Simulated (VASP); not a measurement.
Here is the system:

```xyz
4
Lattice="1.6575 -5.5675 0.0000 1.6575 5.5675 0.0000 0.0000 0.0000 4.5437" Properties=species:S:1:pos:R:3 pbc="T T T"
P      1.6575     4.5086     4.1513
P      1.6575     1.0589     1.8795
P      1.6575    -1.0589     2.6642
P      1.6575    -4.5086     0.3924
```

Method: HSE06 screened hybrid (exact exchange on a k-mesh reduced by 2x2x2), VASP's PBE PAW potentials (set 64) (plane waves; VASP). Settings: PREC = Normal, EDIFF = 1E-5, 400 eV cut-off, 8×8×8 Γ-centred mesh, Gaussian smearing of 0.050 eV, potentials P.

Exact exchange is summed on a reduced mesh (NKRED). Without a dispersion term in the relaxation, distances and binding between the weakly bound layers, chains or molecules are unreliable, and so is what depends on them.

Question: Predict the energy per atom (σ→0), largest force, band gap (on the k-mesh) with the smallest direct gap where there is one.

Answer: 
| Quantity | Result |
|---|---|
| band gap (on the k-mesh) | 0.73 eV |
| smallest direct gap (on the k-mesh) | 0.73 eV |
| energy per atom (σ→0) | -6.460 eV/atom |
| largest force | 0.353 eV/Å |

The absolute energy has meaning only against runs of the same code, potentials and settings.

The compound is P in the black structure. It was relaxed first, which changed the volume by +10 %. The cell's shape comes from a PBE relaxation.
